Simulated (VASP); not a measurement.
Input:

```
Zn
1.0
    1.33000    -2.30363     0.00000
    1.33000     2.30363     0.00000
    0.00000     0.00000     4.95000
Zn
2
Cartesian
  1.33000   0.76788   1.23750
  1.33000  -0.76788   3.71250
```

Computed with optB86b-vdW, VASP's PBE PAW potentials (set 64) (plane waves; VASP). Settings: 520 eV cut-off, 14×14×7 Γ-centred mesh, first-order Methfessel-Paxton smearing of 0.10 eV, potentials Zn.

Energy and stress use the plane-wave basis of the starting cell.

Task: The ions, cell shape and volume are relaxed. What does this cell relax into?

Result: 
```
Zn
1.0
    1.32556    -2.29593     0.00000
    1.32556     2.29593     0.00000
    0.00000     0.00000     4.82173
Zn
2
Direct
  0.33333   0.66667   0.25000
  0.66667   0.33333   0.75000
```
Space group P6_3/mmc (194), at a tolerance of 0.03 Å.

Task: How do energy and volume change from the first to the last step?

Result: The energy (σ→0) changes by -5.1 meV/atom and the volume by -3.2 %, in 10 ionic steps.

```
step  E(σ→0) (eV)  max force (eV/Å)  pressure (GPa)  volume (Å³)
----  -----------  ----------------  --------------  -----------
1          3.8336             0.000           -1.94        30.33
2          3.8265             0.000           -0.23        29.53
3          3.8261             0.000            0.50        29.30
4          3.8239             0.000            0.65        29.13
5          3.8239             0.000            0.60        29.13
6          3.8234             0.000           -0.04        29.38
7          3.8234             0.000           -0.07        29.37
8          3.8234             0.000           -0.01        29.35
9          3.8234             0.000            0.09        29.35
10         3.8234             0.000            0.05        29.35
```

The compound is Zn in the hcp structure. This run relaxes it. Symmetry was kept, so distortions that lower it aren't found.
